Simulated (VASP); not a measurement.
# Bulk modulus and pressure derivative of zinc-blende GaSb from stress and from energy at PBE+D3(BJ)

Gallium and antimony differ little in electronegativity, so GaSb is held together by four nearly covalent bonds per atom. These bonds are long, which makes the crystal soft for a III–V semiconductor.

Our brief is an infrared filter of GaSb, tuned by squeezing it in a hydrostatic cell. We require a volume reduction of at least 3 % at a load of no more than 3 GPa; both limits are our own choice. The reduction is counted from the fitted zero-pressure volume, 28.8597 Å³ per atom, and compression is positive. The load follows from the bulk modulus $B_0$ and its pressure derivative $B_0'$, which we obtain in two ways: from the stress tensor and from the total energy, both against Eulerian strain $f$. No measured equation of state is compared here.

## How the numbers were made

One crystal, GaSb (zinc-blende) (known phase), at PBE+D3(BJ): single-point runs on uniformly scaled copies of a cell relaxed at PBE+D3(BJ); symmetry fixes shape and positions. Program: VASP 6.6.1, plane waves and PAW (data sets made for PBE of release 64), scalar-relativistic without spin-orbit coupling, no spin polarisation. Cutoff 400 eV; on the k meshes the divisions times the cell-vector length are 25 Å or more. Occupations: Gaussian smearing of 0.05 eV.

Notes on method and selection:

- Third-order Birch-Murnaghan: P = 3·B0·f·(1 + 2f)^(5/2)·[1 + (3/2)(B0′ − 4)·f]. The fit to the energies of these runs gives B0 = 48.3 GPa and B0′ = 4.75.
- Static lattice. The pressure from the stress tensor and the slope of the energy need not agree exactly at a finite cutoff and mesh.
- D3(BJ) is an atom-based dispersion correction added to the functional.
- A measured value is attached only where its sources agree among themselves; tables made before the last selection also left out values far from the computed one, as likely another phase or mode.
- Series whose points a third-order Birch-Murnaghan form does not fit, or whose B0′ lies outside 2 to 8, were left out.
- Crystals whose pressure at the fitted V0 departs from zero by more than 0.6 % of B0 plus 0.1 GPa, and layered compounds, were left out.
- Runs that did not converge, have known faults or may not be shown are not listed, and runs on Ansatz's PAW sets soft_1 and soft_2 are kept to separate tables.

Columns:

- Eulerian strain: Eulerian strain f = ½[(V0/V)^(2/3) − 1] with the fitted V0 = 28.8597 Å³ per atom, compression positive.
- fitted bulk modulus (GPa): bulk modulus at that volume from the third-order Birch-Murnaghan fit to the energies.
- volume (Å³): volume per atom.
- pressure (GPa): pressure from the stress tensor, compression positive.
- energy (meV/atom): energy per atom above the lowest point, extrapolated to zero smearing.

Input lines of one member:

```
PREC = Accurate
ENCUT = 400
EDIFF = 1E-06
NELM = 100
ISMEAR = 0
SIGMA = 0.05
LREAL = .FALSE.
ALGO = Normal
GGA = PE
IVDW = 12
NBANDS = 15
LORBIT = 11
ISIF = 2
```

Command (options for logging and memory left out): `vasp_std`

## Data

| member | Eulerian strain | fitted bulk modulus (GPa) | volume (Å³) | pressure (GPa) | energy (meV/atom) |
| --- | --- | --- | --- | --- | --- |
| V = 30.534 Å³ | −0.01845 | 36.6 | 30.5337 | −2.58 | 13.03 |
| V = 29.958 Å³ | −0.01229 | 40.3 | 29.9576 | −1.81 | 5.64 |
| V = 29.381 Å³ | −0.00594 | 44.3 | 29.3815 | −0.96 | 1.19 |
| V = 28.805 Å³ | 0.00063 | 48.7 | 28.8054 | −0.02 | 0.00 |
| V = 28.229 Å³ | 0.00742 | 53.5 | 28.2293 | 0.92 | 2.06 |
| V = 27.653 Å³ | 0.01444 | 58.9 | 27.6532 | 2.12 | 7.98 |
| V = 27.077 Å³ | 0.02171 | 64.7 | 27.0771 | 3.48 | 18.65 |

Least-squares fits to the whole series, with x = Eulerian strain; R² and errors in the fitted variable (y, or ln y where the fit is in ln y):

| y | members | fit | R² | rms residual | leave-one-out rms | the same for the mean of the others |
| --- | --- | --- | --- | --- | --- | --- |
| pressure (GPa) | 7 | y = −0.1536 + 146.6 x + 890.1 x² | 1.00 | 0.036 | 0.083 | 2.3 |
| energy (meV/atom) | 7 | y = −0.1517 + 9.088 x + 39260 x² | 1.00 | 0.095 | 0.22 | 7.4 |

## Why the values move as they do

The pressures give $B_0$ = 48.9 GPa and $B_0'$ = 4.71; the energies give 48.3 GPa and 4.75. For small strain the third-order Birch-Murnaghan form becomes

$$P \approx 3B_0 f + 3B_0\left[5 + \tfrac{3}{2}(B_0' - 4)\right]f^2 .$$

The quadratic fit to the pressures therefore yields 146.6 / 3 = 48.9 GPa. The ratio of its coefficients is 890.1 / 146.6 = 6.07, so that $B_0'$ = 4 + (6.07 − 5) / 1.5 = 4.71. The scatter about this fit leaves an uncertainty of roughly 0.5 GPa in $B_0$ and roughly 0.5 in $B_0'$. The two bulk moduli differ by 48.9 − 48.3 = 0.6 GPa, about as much as that uncertainty, and the two derivatives agree more closely than the data can guarantee.

The positive curvature has a simple origin. As the bonds shorten, the repulsion between overlapping closed shells and the kinetic energy of the valence electrons rise faster than the attraction, so each further step of compression costs more pressure. The fitted modulus grows from 36.6 to 64.7 GPa across the series, a factor of 64.7 / 36.6 = 1.77.

The routes differ more plainly in their zero. At the volume where the fitted energy is lowest, the fit to the stress gives −0.15 GPa instead of nothing. A finite plane-wave basis produces an error of this sign: the stress is evaluated for a fixed set of waves, whose effective cutoff falls as the cell expands. The energy then appears to rise too quickly on expansion, and the pressure comes out too low. A constant offset of this kind leaves the slope at a given volume, and hence $B_0$ there, unchanged.

## Outliers

Largest departures from the fit to the whole series:

| member | pressure (GPa) | fit | computed − fit | in rms residuals |
| --- | --- | --- | --- | --- |
| V = 28.229 Å³ | 0.92 | 0.98 | −0.06 | 1.7 |
| V = 28.805 Å³ | −0.02 | −0.06 | +0.04 | 1.1 |
| V = 29.381 Å³ | −0.96 | −0.99 | +0.03 | 0.9 |
| V = 27.077 Å³ | 3.48 | 3.45 | +0.03 | 0.9 |

The rows at 28.805 and 28.229 Å³ depart from the pressure fit by +0.04 and −0.06 GPa. Successive equal volume steps raise the pressure by 0.77, 0.85, 0.94, 0.94, 1.2 and 1.4 GPa, so the fourth step is about 0.1 GPa too small.

It is the step across which the gap at Γ opens in this calculation. The late opening is an error of the functional, which makes gaps too small: real GaSb is a semiconductor already at zero pressure. On the expanded side, electrons at Γ occupy an antibonding s state that falls in energy on expansion, which adds pressure; compression empties it. With about 200 k points, two electrons, a gap deformation potential of roughly 8 eV and two atoms per cell, the change is at most about 2 × 8 / (200 × 2 × 28.8) × 160.2 = 0.22 GPa, where 160.2 turns eV/Å³ into GPa. Both sign and size fit.

The individual pressures are usable, but a modulus taken from these two rows alone is not: with the mean of their volumes it gives 0.94 / (28.8054 − 28.2293) × (28.8054 + 28.2293) / 2 = 46.5 GPa, where the energy fit has about 51 GPa.

## Choosing a member

The three expanded rows fail the brief at once, and the row at 28.805 Å³ is compressed by only 0.2 %. For the other three, the volume reduction is $1 - V/V_0$:

- 28.229 Å³: (28.8597 − 28.2293) / 28.8597 = 2.18 %, at a stress pressure of 0.92 GPa. The reduction is too small.
- 27.653 Å³: (28.8597 − 27.6532) / 28.8597 = 4.18 %, at 2.12 GPa. Both limits are met.
- 27.077 Å³: (28.8597 − 27.0771) / 28.8597 = 6.18 %, at 3.48 GPa. The load is too high.

**The pick is 27.653 Å³.** The energy route gives its load without the offset of the stress:

$$P = 3B_0 f(1+2f)^{5/2}\left[1+\tfrac{3}{2}(B_0'-4)f\right]$$

With $B_0$ = 48.3 GPa, $B_0'$ = 4.75 and $f$ = 0.01444 this is about 2.3 GPa. Adding the offset back to the stress value gives 2.12 + 0.15 = 2.27 GPa, in agreement.

The designer of the cell also needs the stored elastic energy per volume of uncompressed crystal. Since 1 meV/Å³ is 160.2 J/cm³, it is 7.98 / 28.8597 × 160.2 = 44 J/cm³.

Functionals of this kind usually make such semiconductors too soft, by roughly 10 %. Carried through, the load becomes 2.3 × 1.1 = 2.5 GPa and the stored energy 44 × 1.1 = 48 J/cm³. The pick still meets the brief.

The runner-up is 27.077 Å³, which has twice the required reduction but needs a cell rated for about 4 GPa once the same allowance is made.

The pick would fall if the crystal were stiffer than calculated by more than 3 / 2.3 = 1.3, that is by about 30 %. The choice of reference volume matters less: counted from the volume at which the fitted stress vanishes, the reduction is roughly 3.9 % instead of 4.18 %, still above the limit.

## Summary

Between about −2.6 and 3.5 GPa, a bulk modulus of 48 to 49 GPa and a derivative near 4.7 describe the static crystal at this level. Both routes average over the change of occupation at Γ, so their agreement does not exclude a shared error of 1 to 3 GPa; a denser k mesh would reduce it.

Two effects are left out. Lattice vibrations at room temperature lower the modulus by roughly 1 to 2 GPa, more than the 0.6 GPa between the routes. Spin-orbit coupling narrows the gap by roughly 0.2 eV, which would move its opening to stronger compression.

[Logs are printed without paths, hosts, clocks, repeated set-up lines and the standing remarks that a program may print on its own settings, such as how far it seeks lower states.]
